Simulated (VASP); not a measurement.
Computed with HSE06 screened hybrid, VASP's PBE PAW potentials (set 64) (plane waves; VASP).

VASP input:

File POSCAR:
```
C62N
1
    7.1465551589     0.0000000000     0.0000000000
    0.0000000000     7.1465551589     0.0000000000
    0.0000000000     0.0000000000     7.1465551589
C N
62 1
Direct
  0.5012333027   0.9985512639   0.9977965544
  0.6236693623   0.1257472245   0.1250334213
  0.7499542338   0.2504842011   0.9997600722
  0.8747018332   0.3766245943   0.1250608007
  0.7499498799   0.0004859425   0.2497736801
  0.8747900256   0.1257378180   0.3759438224
  0.0001967027   0.0002107919   0.9995570645
  0.1251287688   0.1252292168   0.1246150839
  0.2497473380   0.2504175256   0.9983303695
  0.3779477719   0.3733110664   0.1265875707
  0.5011200998   0.4993379707   0.0005440682
  0.6270770120   0.6223315709   0.1266802798
  0.7500311063   0.7506438460   0.9983899631
  0.8750724350   0.8752606988   0.1246192439
  0.2496914332   0.9989986253   0.2496840174
  0.3779770628   0.1273721777   0.3726284629
  0.4915948683   0.2387116211   0.2379240039
  0.7616996799   0.5085245435   0.2381275494
  0.8730675672   0.6223704402   0.3726680409
  0.5011993834   0.0013609600   0.4985953038
  0.6272424247   0.1274860972   0.6215960406
  0.7619237392   0.2388007721   0.5078870989
  0.8731992362   0.3733143136   0.6217355187
  0.7501305033   0.9991078108   0.7500159449
  0.8751247919   0.1252839354   0.8746563628
  0.0018546984   0.4992054940   0.9978419713
  0.1263265117   0.6246784202   0.1253410935
  0.2507170072   0.7497098049   0.0002444671
  0.3757118274   0.8739954076   0.1253102070
  0.0000028312   0.2504807505   0.2497835917
  0.1253226688   0.3750562167   0.3743417173
  0.2524860468   0.4987364717   0.2517991942
  0.3754388824   0.6250187979   0.3803764358
  0.5017891879   0.7478674162   0.2518025299
  0.6253807456   0.8751639835   0.3743086944
  0.0019567546   0.9985565135   0.4985800699
  0.1264822192   0.1260787779   0.6240722727
  0.2525499994   0.2526275707   0.4979975122
  0.3755179818   0.3812620916   0.6241172934
  0.6191987915   0.6249430998   0.6240937974
  0.7479298001   0.7479417910   0.4979318293
  0.8743977896   0.8740248407   0.6239979644
  0.2507519875   0.0010145235   0.7490183182
  0.3757948424   0.1261165661   0.8731798648
  0.5018401447   0.2526774264   0.7470476049
  0.6253644600   0.3750587810   0.8744111687
  0.7478658835   0.4986562991   0.7470579579
  0.8743445574   0.6246825233   0.8732461409
  0.0013201123   0.7506650403   0.2497287990
  0.1254260984   0.8749643285   0.3745483379
  0.9992752548   0.4993552898   0.4986933881
  0.1239573604   0.6251201857   0.6244108154
  0.2488809389   0.7517064069   0.4996525714
  0.3754090366   0.8766583028   0.6243615476
  0.0014177520   0.2503479212   0.7501065248
  0.1254259750   0.3752220482   0.8742953224
  0.2488503206   0.5004138520   0.7509368499
  0.3753861833   0.6250699667   0.8758315282
  0.5001162078   0.7516107128   0.7508524968
  0.6252280538   0.8749630239   0.8742794020
  0.9995003884   0.7497585099   0.7489971313
  0.1252027997   0.8752510198   0.8745221757
  0.4876163364   0.5128647957   0.5119270736
```

### INCAR
```
AEXX=0.25
ALGO=Normal
EDIFF=1E-5
ENCUT=400
GGA=PE
HFSCREEN=0.2
ISIF=0
ISMEAR=0
ISYM=0
LASPH=T
LCHARG=F
LHFCALC=T
LREAL=Auto
LWAVE=F
NELECT=254.0
NELM=50
NELMIN=4
PREC=Normal
PRECFOCK=Fast
SIGMA=0.05
SYSTEM=C62N
```

KPOINTS:
```
kpoints
0
G
 1 1 1
```

POTCAR, in this order: C N (PBE.64 set). Program: vasp_gam. Read from the step before: WAVECAR.

Output of the run:

**OSZICAR**
```
       N       E                     dE             d eps       ncg     rms          rms(c)
DAV:   1    -0.642673987985E+03   -0.64267E+03   -0.83627E+00   320   0.806E+00    0.401E+00
DAV:   2    -0.642697132006E+03   -0.23144E-01   -0.14361E-01   352   0.957E-01    0.251E+00
DAV:   3    -0.642676734243E+03    0.20398E-01   -0.68981E-02   376   0.791E-01    0.182E+00
DAV:   4    -0.642655669094E+03    0.21065E-01   -0.24784E-01   352   0.126E+00    0.133E+00
DAV:   5    -0.642753957346E+03   -0.98288E-01   -0.75210E-01   352   0.113E+00    0.367E+00
DAV:   6    -0.642503298782E+03    0.25066E+00   -0.14107E+00   376   0.371E+00    0.231E+00
DAV:   7    -0.643011619053E+03   -0.50832E+00   -0.64814E+00   360   0.285E+00    0.716E+00
DAV:   8    -0.642338743710E+03    0.67288E+00   -0.58339E+00   376   0.702E+00    0.315E+00
DAV:   9    -0.643009645766E+03   -0.67090E+00   -0.81515E+00   376   0.448E+00    0.609E+00
DAV:  10    -0.642802014454E+03    0.20763E+00   -0.65116E+00   376   0.625E+00    0.457E+00
DAV:  11    -0.642684514779E+03    0.11750E+00   -0.56998E+00   368   0.556E+00    0.459E+00
DAV:  12    -0.642990910234E+03   -0.30640E+00   -0.57550E+00   384   0.495E+00    0.514E+00
DAV:  13    -0.642667626939E+03    0.32328E+00   -0.74666E+00   352   0.573E+00    0.536E+00
DAV:  14    -0.642728255937E+03   -0.60629E-01   -0.43243E+00   360   0.557E+00    0.420E+00
DAV:  15    -0.643009085958E+03   -0.28083E+00   -0.98089E+00   376   0.505E+00    0.639E+00
DAV:  16    -0.642548945043E+03    0.46014E+00   -0.62889E+00   376   0.650E+00    0.402E+00
DAV:  17    -0.642986410412E+03   -0.43747E+00   -0.73101E+00   376   0.501E+00    0.553E+00
DAV:  18    -0.642844165484E+03    0.14224E+00   -0.88542E+00   368   0.596E+00    0.554E+00
DAV:  19    -0.642665019251E+03    0.17915E+00   -0.52786E+00   360   0.596E+00    0.415E+00
DAV:  20    -0.643065075366E+03   -0.40006E+00   -0.88014E+00   376   0.497E+00    0.602E+00
DAV:  21    -0.642604515266E+03    0.46056E+00   -0.70860E+00   360   0.630E+00    0.456E+00
DAV:  22    -0.642877327253E+03   -0.27281E+00   -0.57014E+00   368   0.528E+00    0.492E+00
DAV:  23    -0.642947538160E+03   -0.70211E-01   -0.95373E+00   368   0.555E+00    0.602E+00
DAV:  24    -0.642589816794E+03    0.35772E+00   -0.56767E+00   368   0.627E+00    0.398E+00
DAV:  25    -0.643044094038E+03   -0.45428E+00   -0.80578E+00   384   0.491E+00    0.582E+00
DAV:  26    -0.642698245875E+03    0.34585E+00   -0.79950E+00   352   0.618E+00    0.511E+00
DAV:  27    -0.642758598697E+03   -0.60353E-01   -0.51852E+00   360   0.566E+00    0.445E+00
DAV:  28    -0.643035756085E+03   -0.27716E+00   -0.95586E+00   368   0.521E+00    0.614E+00
DAV:  29    -0.642576654636E+03    0.45910E+00   -0.63585E+00   360   0.637E+00    0.413E+00
DAV:  30    -0.642978509169E+03   -0.40185E+00   -0.67672E+00   352   0.501E+00    0.541E+00
DAV:  31    -0.642818863173E+03    0.15965E+00   -0.89088E+00   360   0.589E+00    0.570E+00
DAV:  32    -0.642648798089E+03    0.17007E+00   -0.52519E+00   360   0.604E+00    0.410E+00
DAV:  33    -0.643067025671E+03   -0.41823E+00   -0.90595E+00   376   0.498E+00    0.606E+00
DAV:  34    -0.642624155289E+03    0.44287E+00   -0.71646E+00   352   0.632E+00    0.454E+00
DAV:  35    -0.642871684279E+03   -0.24753E+00   -0.56097E+00   360   0.528E+00    0.491E+00
DAV:  36    -0.642942991194E+03   -0.71307E-01   -0.95706E+00   360   0.554E+00    0.610E+00
DAV:  37    -0.642578827614E+03    0.36416E+00   -0.58014E+00   360   0.634E+00    0.398E+00
DAV:  38    -0.643046668325E+03   -0.46784E+00   -0.80827E+00   376   0.492E+00    0.579E+00
DAV:  39    -0.642722672889E+03    0.32400E+00   -0.80577E+00   352   0.615E+00    0.512E+00
DAV:  40    -0.642746727428E+03   -0.24055E-01   -0.50433E+00   360   0.566E+00    0.443E+00
DAV:  41    -0.643032487218E+03   -0.28576E+00   -0.96586E+00   368   0.519E+00    0.623E+00
DAV:  42    -0.642568886412E+03    0.46360E+00   -0.65186E+00   360   0.644E+00    0.413E+00
DAV:  43    -0.642979988923E+03   -0.41110E+00   -0.68212E+00   360   0.504E+00    0.537E+00
DAV:  44    -0.642843579064E+03    0.13641E+00   -0.89023E+00   360   0.586E+00    0.566E+00
DAV:  45    -0.642639571330E+03    0.20401E+00   -0.51537E+00   360   0.602E+00    0.410E+00
DAV:  46    -0.643063788463E+03   -0.42422E+00   -0.91392E+00   368   0.497E+00    0.612E+00
DAV:  47    -0.642620956802E+03    0.44283E+00   -0.73181E+00   360   0.638E+00    0.455E+00
DAV:  48    -0.642876403563E+03   -0.25545E+00   -0.56881E+00   360   0.530E+00    0.488E+00
DAV:  49    -0.642957693025E+03   -0.81289E-01   -0.94365E+00   368   0.551E+00    0.603E+00
DAV:  50    -0.642573183188E+03    0.38451E+00   -0.56711E+00   368   0.629E+00
   1 F= -.64257318E+03 E0= -.64257318E+03  d E =-.361614E-08
```

**OUTCAR**
```
------------------------ aborting loop EDIFF was not reached (unconverged)  ----------------------------
  volume of cell :      365.00
      direct lattice vectors                 reciprocal lattice vectors
     7.146555159  0.000000000  0.000000000     0.139927556  0.000000000  0.000000000
     0.000000000  7.146555159  0.000000000     0.000000000  0.139927556  0.000000000
     0.000000000  0.000000000  7.146555159     0.000000000  0.000000000  0.139927556
 POSITION                                       TOTAL-FORCE (eV/Angst)
 -----------------------------------------------------------------------------------
      3.58209      7.13620      7.13081        -0.376062     -0.089552     -0.130378
      4.45709      0.89866      0.89356         1.432668     -0.421029     -0.319352
      5.35959      1.79010      7.14484         0.109242      0.158568     -0.022307
      6.25110      2.69157      0.89375        -0.298891      1.151662      0.335456
      5.35956      0.00347      1.78502         0.242013     -0.119191      0.043930
      6.25174      0.89859      2.68670         0.122761     -0.090272      0.287754
      0.00141      0.00151      7.14339        -0.068587     -0.024095     -0.014552
      0.89424      0.89496      0.89057        -0.118425      0.031088     -0.049525
      1.78483      1.78962      7.13462        -0.178536     -0.537069     -0.115029
      2.70102      2.66789      0.90467        -0.043426      1.591497     -0.132169
      3.58128      3.56855      0.00389         0.110822      0.020345      0.013247
      4.48144      4.44753      0.90533         1.733571      0.102631     -0.002930
      5.36014      5.36452      7.13505        -0.497996     -0.120521      0.072579
      6.25375      6.25510      0.89060        -0.029457     -0.097153      0.005441
      1.78443      7.13940      1.78438        -0.177380     -0.056927     -0.357492
      2.70123      0.91027      2.66301        -0.140393     -0.310827      1.480654
      3.51321      1.70597      1.70034         0.293861     -0.555449      0.090650
      5.44353      3.63420      1.70179        -0.570351      0.528331     -0.912269
      6.23943      4.44780      2.66329        -0.368472     -0.357291     -0.830481
      3.58185      0.00973      3.56324        -0.053116     -0.013367      0.196579
      4.48262      0.91109      4.44227         0.891799     -0.413487      0.512268
      5.44513      1.70660      3.62964        -1.291238     -0.468393     -0.324558
      6.24037      2.66791      4.44327        -0.173351      0.311618     -0.171455
      5.36085      7.14018      5.36003        -0.555076     -0.006994     -0.050298
      6.25413      0.89535      6.25078         0.058472     -0.043777     -0.047825
      0.01325      3.56760      7.13113        -0.133631     -0.215889      0.087160
      0.90280      4.46430      0.89576        -0.070674      0.003830      0.008675
      1.79176      5.35784      0.00175        -0.086248     -0.019137     -0.034368
      2.68505      6.24606      0.89554         0.027399     -0.141442     -0.044102
      0.00002      1.79007      1.78509        -0.204955      0.057288      0.138116
      0.89563      2.68036      2.67525        -0.158848      0.089657      0.041922
      1.80441      3.56425      1.79950        -0.149584      0.103187      0.079727
      2.68309      4.46673      2.71838         0.097212      0.075251      0.152610
      3.58606      5.34468      1.79952         0.073650     -0.167775      0.097068
      4.46932      6.25441      2.67502         0.139399     -0.090319      0.052610
      0.01398      7.13624      3.56313        -0.093304      0.058036     -0.224262
      0.90391      0.90103      4.45997         0.013164     -0.025892      0.010637
      1.80486      1.80542      3.55897        -0.073187      0.014812      0.153761
      2.68366      2.72471      4.46029         0.119650      0.106515      0.073666
      4.42514      4.46619      4.46012         0.124087     -0.015451      0.012421
      5.34512      5.34521      3.55850        -0.062240     -0.023317     -0.099452
      6.24893      6.24627      4.45944         0.072532      0.090814      0.033074
      1.79201      0.00725      5.35290        -0.054717     -0.026488     -0.046280
      2.68564      0.90130      6.24023         0.002934     -0.012309     -0.159180
      3.58643      1.80577      5.33882        -0.009709     -0.085720     -0.147177
      4.46920      2.68038      6.24903         0.137155      0.076379     -0.103474
      5.34466      3.56367      5.33889         0.107759     -0.041295      0.085616
      6.24855      4.46433      6.24070        -0.053801     -0.010992      0.145772
      0.00943      5.36467      1.78470        -0.126306     -0.119802      0.066550
      0.89636      6.25298      2.67673         0.160074      0.060464      0.228935
      7.14138      3.56867      3.56394        -0.092451     -0.149135     -0.062219
      0.88587      4.46746      4.46239         0.062950      0.058256     -0.038380
      1.77864      5.37211      3.57079        -0.059148     -0.094830     -0.023194
      2.68288      6.26509      4.46203         0.022612      0.026889      0.004659
      0.01013      1.78913      5.36068        -0.180038     -0.064950     -0.170947
      0.89636      2.68155      6.24820         0.161280      0.225546      0.086352
      1.77842      3.57624      5.36661        -0.058901     -0.079092     -0.096411
      2.68272      4.46710      6.25918         0.018641      0.060805     -0.002135
      3.57411      5.37143      5.36601        -0.107629     -0.032150     -0.031264
      4.46823      6.25297      6.24809         0.500509      0.042593      0.073859
      7.14298      5.35819      5.35275        -0.061565     -0.047250     -0.028191
      0.89477      6.25503      6.24982         0.046100      0.016333     -0.003310
      3.48478      3.66522      3.65852        -0.104623      0.126233      0.123221
 -----------------------------------------------------------------------------------
    total drift:                               -1.186022     -0.358406     -0.632703
  FREE ENERGIE OF THE ION-ELECTRON SYSTEM (eV)
  ---------------------------------------------------
  free  energy   TOTEN  =      -642.5731831875 eV

  energy  without entropy=     -642.5731831839  energy(sigma->0) =     -642.57318319

  exchange ACFDT corr.  =         0.00000000  see jH, gK, PRB 81, 115126
```
(Selected blocks of OUTCAR.)

File stdout:
```
...
DAV:  31    -0.642818863173E+03    0.15965E+00   -0.89088E+00   360   0.589E+00    0.570E+00
DAV:  32    -0.642648798089E+03    0.17007E+00   -0.52519E+00   360   0.604E+00    0.410E+00
DAV:  33    -0.643067025671E+03   -0.41823E+00   -0.90595E+00   376   0.498E+00    0.606E+00
DAV:  34    -0.642624155289E+03    0.44287E+00   -0.71646E+00   352   0.632E+00    0.454E+00
DAV:  35    -0.642871684279E+03   -0.24753E+00   -0.56097E+00   360   0.528E+00    0.491E+00
DAV:  36    -0.642942991194E+03   -0.71307E-01   -0.95706E+00   360   0.554E+00    0.610E+00
DAV:  37    -0.642578827614E+03    0.36416E+00   -0.58014E+00   360   0.634E+00    0.398E+00
DAV:  38    -0.643046668325E+03   -0.46784E+00   -0.80827E+00   376   0.492E+00    0.579E+00
DAV:  39    -0.642722672889E+03    0.32400E+00   -0.80577E+00   352   0.615E+00    0.512E+00
DAV:  40    -0.642746727428E+03   -0.24055E-01   -0.50433E+00   360   0.566E+00    0.443E+00
DAV:  41    -0.643032487218E+03   -0.28576E+00   -0.96586E+00   368   0.519E+00    0.623E+00
DAV:  42    -0.642568886412E+03    0.46360E+00   -0.65186E+00   360   0.644E+00    0.413E+00
DAV:  43    -0.642979988923E+03   -0.41110E+00   -0.68212E+00   360   0.504E+00    0.537E+00
DAV:  44    -0.642843579064E+03    0.13641E+00   -0.89023E+00   360   0.586E+00    0.566E+00
DAV:  45    -0.642639571330E+03    0.20401E+00   -0.51537E+00   360   0.602E+00    0.410E+00
DAV:  46    -0.643063788463E+03   -0.42422E+00   -0.91392E+00   368   0.497E+00    0.612E+00
DAV:  47    -0.642620956802E+03    0.44283E+00   -0.73181E+00   360   0.638E+00    0.455E+00
DAV:  48    -0.642876403563E+03   -0.25545E+00   -0.56881E+00   360   0.530E+00    0.488E+00
DAV:  49    -0.642957693025E+03   -0.81289E-01   -0.94365E+00   368   0.551E+00    0.603E+00
DAV:  50    -0.642573183188E+03    0.38451E+00   -0.56711E+00   368   0.629E+00

 -----------------------------------------------------------------------------
|                                                                             |
|           W    W    AA    RRRRR   N    N  II  N    N   GGGG   !!!           |
|           W    W   A  A   R    R  NN   N  II  NN   N  G    G  !!!           |
|           W    W  A    A  R    R  N N  N  II  N N  N  G       !!!           |
|           W WW W  AAAAAA  RRRRR   N  N N  II  N  N N  G  GGG   !            |
|           WW  WW  A    A  R   R   N   NN  II  N   NN  G    G                |
|           W    W  A    A  R    R  N    N  II  N    N   GGGG   !!!           |
|                                                                             |
|     The electronic self-consistency was not achieved in the given           |
|     number of steps (NELM). The forces and other quantities evaluated       |
|     might not be reliable so examine the results carefully. If you find     |
|     spurious results, we suggest increasing NELM, if you were close to      |
|     convergence or switching to a different ALGO or adjusting the           |
|     density mixing parameters otherwise.                                    |
|                                                                             |
 -----------------------------------------------------------------------------

   1 F= -.64257318E+03 E0= -.64257318E+03  d E =-.361614E-08
```

The run did not converge; its last values are not results.

The cell is charged, with a uniform compensating background. The supercell is sampled at Γ alone, which is coarse: total energies, pressure and levels can be off, energies of defects by several tenths of an eV.

The cell is a supercell with a defect, built from C (diamond): N_C-vac_C, charge -1. The cell's shape comes from a PBE relaxation. The run is not spin-polarised, so no state with unpaired spins was tried.
